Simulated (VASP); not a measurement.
Level of theory: PBE GGA with D4 dispersion, VASP's PBE PAW potentials (set 64) (plane waves; VASP 6.6.1).

A VASP calculation is set up with these files.

### POSCAR
```
Ni
1
    0.0000000000     1.7600000000     1.7600000000
    1.7600000000     0.0000000000     1.7600000000
    1.7600000000     1.7600000000     0.0000000000
Ni
1
Direct
  0.0000000000   0.0000000000   0.0000000000
```

File KPOINTS:
```
K-points
0
G
  16 16 16
```

INCAR:
```
MAGMOM = 0.8
ISPIN = 2
SYSTEM = Ni
NSW = 60   # most ionic steps
LCHARG = .False.
EDIFF = 1E-6   # SCF stop (eV)
IBRION = 2
ISMEAR = 1
GGA = PE   # PBE
LMAXMIX = 4   # l cut-off of mixed one-centre charges
SIGMA = 0.1
ENCUT = 520
NELM = 100   # most electronic steps
LORBIT = 10
LASPH = .True.
ALGO = Normal   # blocked Davidson
IVDW = 13   # D4
PREC = Accurate
EDIFFG = -0.01
ISIF = 3
LWAVE = .False.
LREAL = .False.   # projection in real space or not
```

POTCAR, in this order: Ni (PBE.64 set). Program: vasp_std.

Output of the run:

### OSZICAR
```
       N       E                     dE             d eps       ncg     rms          rms(c)
DAV:   1     0.219936750976E+02    0.21994E+02   -0.48693E+03  5420   0.143E+03
DAV:   2    -0.606730159303E+01   -0.28061E+02   -0.26896E+02  5278   0.162E+02
DAV:   3    -0.649317322802E+01   -0.42587E+00   -0.42517E+00  6037   0.264E+01
DAV:   4    -0.649714743661E+01   -0.39742E-02   -0.39734E-02  5931   0.224E+00
DAV:   5    -0.649725437431E+01   -0.10694E-03   -0.10693E-03  5965   0.322E-01    0.991E+00
DAV:   6    -0.582320579203E+01    0.67405E+00   -0.16988E+01  5473   0.674E+01    0.609E+00
DAV:   7    -0.548855778800E+01    0.33465E+00   -0.29157E+00  5503   0.260E+01    0.188E+00
DAV:   8    -0.547360605465E+01    0.14952E-01   -0.17415E-02  7448   0.154E+00    0.946E-01
DAV:   9    -0.547112244657E+01    0.24836E-02   -0.17566E-03  7656   0.418E-01    0.251E-01
DAV:  10    -0.547052599956E+01    0.59645E-03   -0.77972E-04  7434   0.256E-01    0.339E-02
DAV:  11    -0.547052875724E+01   -0.27577E-05   -0.17246E-05  6577   0.463E-02    0.291E-02
DAV:  12    -0.547052916371E+01   -0.40646E-06   -0.67202E-07  2959   0.111E-02
   1 F= -.59244043E+01 E0= -.59245658E+01  d E =-.592440E+01  mag=     0.5943
       N       E                     dE             d eps       ncg     rms          rms(c)
DAV:   1    -0.626559695624E+01   -0.79507E+00   -0.13284E+01  5446   0.608E+01    0.777E+00
DAV:   2    -0.566907371859E+01    0.59652E+00   -0.11382E+01  5442   0.552E+01    0.380E+00
DAV:   3    -0.545869176322E+01    0.21038E+00   -0.16199E+00  5403   0.203E+01    0.119E+00
DAV:   4    -0.544379406705E+01    0.14898E-01   -0.98877E-03  6092   0.896E-01    0.650E-01
DAV:   5    -0.544025809627E+01    0.35360E-02   -0.46506E-03  6971   0.556E-01    0.230E-01
DAV:   6    -0.544032142986E+01   -0.63334E-04   -0.48561E-04  6660   0.210E-01    0.850E-02
DAV:   7    -0.544030488759E+01    0.16542E-04   -0.35458E-05  6319   0.882E-02    0.104E-02
DAV:   8    -0.544030358890E+01    0.12987E-05   -0.43901E-07  3252   0.914E-03    0.481E-03
DAV:   9    -0.544030338426E+01    0.20465E-06   -0.71362E-08  2659   0.299E-03
   2 F= -.59239213E+01 E0= -.59239604E+01  d E =0.482985E-03  mag=     0.5832
       N       E                     dE             d eps       ncg     rms          rms(c)
DAV:   1    -0.567500406535E+01   -0.23470E+00   -0.34639E+00  5418   0.328E+01    0.388E+00
DAV:   2    -0.553275555836E+01    0.14225E+00   -0.32277E+00  5469   0.267E+01    0.203E+00
DAV:   3    -0.546862558644E+01    0.64130E-01   -0.47787E-01  5413   0.113E+01    0.653E-01
DAV:   4    -0.546459479013E+01    0.40308E-02   -0.27777E-03  5781   0.530E-01    0.357E-01
DAV:   5    -0.546403256906E+01    0.56222E-03   -0.14283E-03  7087   0.310E-01    0.751E-02
DAV:   6    -0.546403732395E+01   -0.47549E-05   -0.18256E-05  5648   0.580E-02    0.452E-02
DAV:   7    -0.546404919890E+01   -0.11875E-04   -0.45090E-06  5532   0.329E-02    0.124E-02
DAV:   8    -0.546405007215E+01   -0.87326E-06   -0.46196E-07  2633   0.101E-02
   3 F= -.59325519E+01 E0= -.59326470E+01  d E =-.814760E-02  mag=     0.5892
```

### OUTCAR
```
------------------------ aborting loop because EDIFF is reached ----------------------------------------
  Edisp (eV):   -0.46850
  FORCE on cell =-STRESS in cart. coord.  units (eV):
  Direction    XX          YY          ZZ          XY          YZ          ZX
  --------------------------------------------------------------------------------------
  Total      -0.00282    -0.00282    -0.00282    -0.00000     0.00000    -0.00000
  in kB      -0.42932    -0.42932    -0.42932    -0.00000     0.00000    -0.00000
  external pressure =       -0.43 kB  Pullay stress =        0.00 kB
  volume of cell :       10.54
      direct lattice vectors                 reciprocal lattice vectors
     0.000000000  1.740082591  1.740082591    -0.287342683  0.287342683  0.287342683
     1.740082591  0.000000000  1.740082591     0.287342683 -0.287342683  0.287342683
     1.740082591  1.740082591  0.000000000     0.287342683  0.287342683 -0.287342683
 POSITION                                       TOTAL-FORCE (eV/Angst)
 -----------------------------------------------------------------------------------
      0.00000      0.00000      0.00000         0.000000      0.000000     -0.000000
 -----------------------------------------------------------------------------------
    total drift:                               -0.000000     -0.000000     -0.000000
  FREE ENERGIE OF THE ION-ELECTRON SYSTEM (eV)
  ---------------------------------------------------
  free  energy   TOTEN  =        -5.9325518915 eV

  energy  without entropy=       -5.9328372050  energy(sigma->0) =       -5.93264700

 total charge

# of ion       s       p       d       tot
------------------------------------------
    1        0.510   0.526   8.332   9.369

 magnetization (x)

# of ion       s       p       d       tot
------------------------------------------
    1       -0.007  -0.025   0.630   0.598

 reached required accuracy - stopping structural energy minimisation
```
(Selected blocks of OUTCAR.)

### CONTCAR
```
Ni
   1.00000000000000
     0.0000000000000000    1.7400825912379048    1.7400825912379048
     1.7400825912379048    0.0000000000000000    1.7400825912379048
     1.7400825912379048    1.7400825912379048    0.0000000000000000
  Ni
     1
Direct
     0.0000000000000000    0.0000000000000000    0.0000000000000000
```

Energy and stress use the plane-wave basis of the starting cell.

The compound is Ni in the fcc structure. This run relaxes it. Symmetry was kept, so distortions that lower it aren't found.
